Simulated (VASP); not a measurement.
Input:

```yaml
crystal:
  lattice:
    - [0.00000, 2.67805, 2.67805]
    - [2.67805, 0.00000, 2.67805]
    - [2.67805, 2.67805, 0.00000]
  atoms:
    - { symbol: Cu, position: [0.00000, 0.00000, 0.00000] }
    - { symbol: Cl, position: [0.25000, 0.25000, 0.25000] }
```

Computed with PBE GGA with D3 dispersion (zero damping), VASP's PBE PAW potentials (set 64) (plane waves; VASP). Settings: 520 eV cut-off, 9×9×9 Γ-centred mesh, Gaussian smearing of 0.050 eV, potentials Cu Cl.

Problem. Predict the energy per atom (σ→0), band gap (on the k-mesh) with the smallest direct gap where there is one.

Solution. 
The band gap (on the k-mesh) is 0.60 eV and the smallest direct gap (on the k-mesh) comes out as 0.60 eV. The energy per atom (σ→0) is -3.416 eV/atom.

The compound is CuCl in the zinc blende structure. It was relaxed first.
